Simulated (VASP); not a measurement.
The input files of a VASP run:

File KPOINTS:
```
Automatic mesh
0
Gamma
6 6 6
0 0 0
```

INCAR:
```
SYSTEM = CdF2
PREC = Accurate
ENCUT = 520
EDIFF = 1E-6
NELM = 60
ALGO = VeryFast
LREAL = .FALSE.
LASPH = .TRUE.
ISMEAR = 0
SIGMA = 0.05
GGA = PE
LMAXMIX = 4
LWAVE = .FALSE.
LCHARG = .FALSE.
ISIF = 2
NELMDL = -1
```

File POSCAR:
```
CdF2
1
    0.0000000000     2.6950000000     2.6950000000
    2.6950000000     0.0000000000     2.6950000000
    2.6950000000     2.6950000000     0.0000000000
Cd F
1 2
Direct
  0.0000000000   0.0000000000   0.0000000000
  0.2500000000   0.2500000000   0.2500000000
  0.7500000000   0.7500000000   0.7500000000
```

POTCAR, in this order: Cd F (PBE.64 set). Program: vasp_std.

What VASP printed:

File standard output:
```
...
RMM:  21     0.118299008287E+04   -0.30876E+00   -0.26725E+00  1085   0.553E+01    0.206E+02
RMM:  22     0.118280197828E+04   -0.18810E+00   -0.16236E+00  1084   0.533E+01    0.186E+02
RMM:  23     0.118268343893E+04   -0.11854E+00   -0.97569E-01  1084   0.517E+01    0.200E+02
RMM:  24     0.118261589546E+04   -0.67543E-01   -0.58204E-01  1081   0.500E+01    0.245E+02
RMM:  25     0.118255766435E+04   -0.58231E-01   -0.53316E-01  1085   0.487E+01    0.234E+02
RMM:  26     0.118255797374E+04    0.30939E-03   -0.59449E-01  1077   0.473E+01    0.157E+02
RMM:  27     0.118255334888E+04   -0.46249E-02   -0.55648E-02  1084   0.460E+01    0.180E+02
RMM:  28     0.118252992064E+04   -0.23428E-01   -0.23766E-01  1087   0.448E+01    0.177E+02
RMM:  29     0.118250676333E+04   -0.23157E-01   -0.34181E-01  1084   0.437E+01    0.176E+02
RMM:  30     0.118245059423E+04   -0.56169E-01   -0.86702E-01  1080   0.427E+01    0.132E+02
RMM:  31     0.118236559277E+04   -0.85001E-01   -0.99766E-01  1082   0.417E+01    0.115E+02
RMM:  32     0.118226184642E+04   -0.10375E+00   -0.11836E+00  1083   0.407E+01    0.986E+01
RMM:  33     0.118218450706E+04   -0.77339E-01   -0.87323E-01  1082   0.398E+01    0.862E+01
RMM:  34     0.118214050601E+04   -0.44001E-01   -0.41846E-01  1086   0.390E+01    0.882E+01
RMM:  35     0.118214810894E+04    0.76029E-02   -0.42070E-02  1083   0.382E+01    0.989E+01
RMM:  36     0.118219260045E+04    0.44492E-01    0.40919E-01  1085   0.374E+01    0.107E+02
RMM:  37     0.118223726115E+04    0.44661E-01    0.40977E-01  1083   0.367E+01    0.108E+02
RMM:  38     0.118223924125E+04    0.19801E-02    0.43694E-02  1068   0.360E+01    0.130E+02
RMM:  39     0.118221399286E+04   -0.25248E-01   -0.18987E-01  1072   0.354E+01    0.142E+02
RMM:  40     0.118219419073E+04   -0.19802E-01   -0.19714E-01  1083   0.347E+01    0.152E+02
RMM:  41     0.118216428955E+04   -0.29901E-01   -0.30176E-01  1086   0.341E+01    0.159E+02
RMM:  42     0.118212623346E+04   -0.38056E-01   -0.38746E-01  1085   0.335E+01    0.168E+02
RMM:  43     0.118208179619E+04   -0.44437E-01   -0.45507E-01  1078   0.330E+01    0.172E+02
RMM:  44     0.118202818973E+04   -0.53606E-01   -0.54474E-01  1077   0.325E+01    0.180E+02
RMM:  45     0.118196747944E+04   -0.60710E-01   -0.62054E-01  1075   0.320E+01    0.184E+02
RMM:  46     0.118189530021E+04   -0.72179E-01   -0.73033E-01  1083   0.315E+01    0.192E+02
RMM:  47     0.118177930329E+04   -0.11600E+00   -0.12091E+00  1051   0.313E+01    0.158E+02
RMM:  48     0.118164715762E+04   -0.13215E+00   -0.14394E+00  1058   0.307E+01    0.126E+02
RMM:  49     0.118150005119E+04   -0.14711E+00   -0.15795E+00  1075   0.302E+01    0.106E+02
RMM:  50     0.118136363441E+04   -0.13642E+00   -0.14923E+00  1077   0.298E+01    0.851E+01
RMM:  51     0.118123110523E+04   -0.13253E+00   -0.14657E+00  1074   0.294E+01    0.649E+01
RMM:  52     0.118109637436E+04   -0.13473E+00   -0.14839E+00  1073   0.291E+01    0.736E+01
RMM:  53     0.118099709483E+04   -0.99280E-01   -0.10709E+00  1077   0.287E+01    0.982E+01
RMM:  54     0.118089861982E+04   -0.98475E-01   -0.10474E+00  1077   0.283E+01    0.120E+02
RMM:  55     0.118082929935E+04   -0.69320E-01   -0.74579E-01  1082   0.280E+01    0.142E+02
RMM:  56     0.118076048940E+04   -0.68810E-01   -0.72564E-01  1080   0.276E+01    0.155E+02
RMM:  57     0.118064686217E+04   -0.11363E+00   -0.11121E+00  1071   0.275E+01    0.233E+02
RMM:  58     0.118057453304E+04   -0.72329E-01   -0.69150E-01  1085   0.270E+01    0.242E+02
RMM:  59     0.118052010214E+04   -0.54431E-01   -0.54855E-01  1084   0.266E+01    0.236E+02
RMM:  60     0.118046819692E+04   -0.51905E-01   -0.52683E-01  1086   0.263E+01

 -----------------------------------------------------------------------------
|                                                                             |
|           W    W    AA    RRRRR   N    N  II  N    N   GGGG   !!!           |
|           W    W   A  A   R    R  NN   N  II  NN   N  G    G  !!!           |
|           W    W  A    A  R    R  N N  N  II  N N  N  G       !!!           |
|           W WW W  AAAAAA  RRRRR   N  N N  II  N  N N  G  GGG   !            |
|           WW  WW  A    A  R   R   N   NN  II  N   NN  G    G                |
|           W    W  A    A  R    R  N    N  II  N    N   GGGG   !!!           |
|                                                                             |
|     The electronic self-consistency was not achieved in the given           |
|     number of steps (NELM). The forces and other quantities evaluated       |
|     might not be reliable so examine the results carefully. If you find     |
|     spurious results, we suggest increasing NELM, if you were close to      |
|     convergence or switching to a different ALGO or adjusting the           |
|     density mixing parameters otherwise.                                    |
|                                                                             |
 -----------------------------------------------------------------------------

   1 F= 0.11804682E+04 E0= 0.11804697E+04  d E =-.308294E-02
```

### OUTCAR
```
------------------------ aborting loop EDIFF was not reached (unconverged)  ----------------------------
  FORCE on cell =-STRESS in cart. coord.  units (eV):
  Direction    XX          YY          ZZ          XY          YZ          ZX
  --------------------------------------------------------------------------------------
  Total      200.8565670    200.8565670    200.8565670     -0.0000000      0.0000000     -0.0000000
  in kB     8220.3500906   8220.3500906   8220.3500906     -0.0000000      0.0000000     -0.0000000
  external PRESSURE =    8220.3500906 kB  Pullay stress =       0.0000000 kB
  volume of cell :       39.15
      direct lattice vectors                 reciprocal lattice vectors
     0.000000000  2.695000000  2.695000000    -0.185528757  0.185528757  0.185528757
     2.695000000  0.000000000  2.695000000     0.185528757 -0.185528757  0.185528757
     2.695000000  2.695000000  0.000000000     0.185528757  0.185528757 -0.185528757
 POSITION                                       TOTAL-FORCE (eV/Angst)
 -----------------------------------------------------------------------------------
      0.00000      0.00000      0.00000         0.000000      0.000000     -0.000000
      1.34750      1.34750      1.34750         0.000000      0.000000      0.000000
      4.04250      4.04250      4.04250        -0.000000     -0.000000     -0.000000
 -----------------------------------------------------------------------------------
    total drift:                               -0.000000     -0.000000      0.000000
  FREE ENERGIE OF THE ION-ELECTRON SYSTEM (eV)
  ---------------------------------------------------
  free  energy   TOTEN  =      1180.4681969209 eV

  energy  without entropy=     1180.4712798615  energy(sigma->0) =     1180.46973839
```
(Selected blocks of OUTCAR.)

Problem. From input and log, find the fault in this run and mend it.

Solution. The cause: ALGO = VeryFast starts from random orbitals with almost no delay (NELMDL = -1). Convergence was not reached. Against the sound run, the energy per atom (σ→0) rises by 397.110 eV/atom; the pressure rises by 815.97 GPa; the band gap drops by 3.08 eV. To mend it, set ALGO = Normal, remove NELMDL.

The mended run (PBE GGA, plane waves, VASP's PBE PAW potentials (set 64)) converges, and its OSZICAR ends with
```
   1 F= -.10861138E+02 E0= -.10861138E+02  d E =-.793620E-17
```

The compound is CdF2 in the fluorite structure. The cell was not relaxed at this level.
